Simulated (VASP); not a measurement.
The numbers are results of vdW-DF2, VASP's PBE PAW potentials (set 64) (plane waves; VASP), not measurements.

VASP ran on this input.

### INCAR
```
AGGAC  =  0.0
ALGO  =  Normal
EDIFF  =  1E-7
EDIFFG  =  -0.01
ENCUT  =  520
GGA  =  ML
IBRION  =  2
ISIF  =  4
ISMEAR  =  1
LASPH  =  .TRUE.
LCHARG  =  .FALSE.
LMAXMIX  =  4
LREAL  =  .FALSE.
LUSE_VDW  =  .TRUE.
LWAVE  =  .FALSE.
NELM  =  100
NSW  =  30
PREC  =  Accurate
SIGMA  =  0.1
SYSTEM  =  NiSb
ZAB_VDW  =  -1.8867
```

File POSCAR:
```
NiSb
1
    2.0950311623    -3.6287006051     0.0000000000
    2.0950311623     3.6287006051     0.0000000000
    0.0000000000     0.0000000000     5.5166704131
Ni Sb
2 2
Direct
  0.0000000000   0.0000000000   0.5000000000
  0.0000000000   0.0000000000   0.0000000000
  0.3333330000   0.6666670000   0.2500000000
  0.6666670000   0.3333330000   0.7500000000
```

**KPOINTS**
```
Regular mesh
0
G
  9 9 6
```

POTCAR, in this order: Ni Sb (PBE.64 set). Program: vasp_std.

What VASP printed:

File OSZICAR:
```
       N       E                     dE             d eps       ncg     rms          rms(c)
DAV:   1     0.174543960531E+03    0.17454E+03   -0.12382E+04  1824   0.155E+03
DAV:   2     0.482785245050E+00   -0.17406E+03   -0.16936E+03  1833   0.309E+02
DAV:   3    -0.873953099619E+01   -0.92223E+01   -0.87997E+01  2076   0.854E+01
DAV:   4    -0.903956079184E+01   -0.30003E+00   -0.29755E+00  2041   0.144E+01
DAV:   5    -0.904936040127E+01   -0.97996E-02   -0.97930E-02  2274   0.270E+00    0.101E+01
DAV:   6    -0.118584727807E+02   -0.28091E+01   -0.25868E+01  1988   0.894E+01    0.161E+01
DAV:   7    -0.820253411937E+01    0.36559E+01   -0.10320E+01  1986   0.638E+01    0.272E+00
DAV:   8    -0.825008003973E+01   -0.47546E-01   -0.12362E+00  2419   0.985E+00    0.238E+00
DAV:   9    -0.820871268225E+01    0.41367E-01   -0.18884E-01  2042   0.725E+00    0.550E-01
DAV:  10    -0.820900553315E+01   -0.29285E-03   -0.64449E-03  1959   0.728E-01    0.437E-01
DAV:  11    -0.820886122279E+01    0.14431E-03   -0.19504E-03  2262   0.370E-01    0.998E-02
DAV:  12    -0.820884316414E+01    0.18059E-04   -0.54794E-04  2762   0.323E-01    0.565E-02
DAV:  13    -0.820883380487E+01    0.93593E-05   -0.33432E-05  2262   0.567E-02    0.697E-03
DAV:  14    -0.820883130703E+01    0.24978E-05   -0.37433E-06  1947   0.248E-02    0.105E-02
DAV:  15    -0.820883097122E+01    0.33581E-06   -0.75621E-07  2032   0.101E-02    0.710E-04
DAV:  16    -0.820883087421E+01    0.97003E-07   -0.32026E-08  1050   0.207E-03
   1 F= -.82088309E+01 E0= -.82089432E+01  d E =-.820883E+01
```

OUTCAR:
```
------------------------ aborting loop because EDIFF is reached ----------------------------------------
  FORCE on cell =-STRESS in cart. coord.  units (eV):
  Direction    XX          YY          ZZ          XY          YZ          ZX
  --------------------------------------------------------------------------------------
  Total       -2.1181691     -2.1181694     -2.0656334      0.0000000      0.0000000      0.0000000
  in kB      -40.4596909    -40.4596951    -39.4561921      0.0000000      0.0000000      0.0000000
  external PRESSURE =     -40.1251927 kB  Pullay stress =       0.0000000 kB
  volume of cell :       83.88
      direct lattice vectors                 reciprocal lattice vectors
     2.095031162 -3.628700605  0.000000000     0.238659935 -0.137790370  0.000000000
     2.095031162  3.628700605  0.000000000     0.238659935  0.137790370  0.000000000
     0.000000000  0.000000000  5.516670413     0.000000000  0.000000000  0.181268759
 POSITION                                       TOTAL-FORCE (eV/Angst)
 -----------------------------------------------------------------------------------
      0.00000      0.00000      2.75834        -0.000000     -0.000000      0.000000
      0.00000      0.00000      0.00000        -0.000000     -0.000000      0.000000
      2.09503      1.20957      1.37917         0.000000      0.000000      0.000000
      2.09503     -1.20957      4.13750        -0.000000      0.000000     -0.000000
 -----------------------------------------------------------------------------------
    total drift:                                0.000000     -0.000000      0.000000
  FREE ENERGIE OF THE ION-ELECTRON SYSTEM (eV)
  ---------------------------------------------------
  free  energy   TOTEN  =        -8.2088308742 eV

  energy  without entropy=       -8.2091677728  energy(sigma->0) =       -8.20894317

 reached required accuracy - stopping structural energy minimisation
```
(Selected blocks of OUTCAR.)

The compound is NiSb in the NiAs type structure. This cell is one point of a volume scan, at 1.06 of the reference volume. The run is not spin-polarised, so no magnetic state was tried.
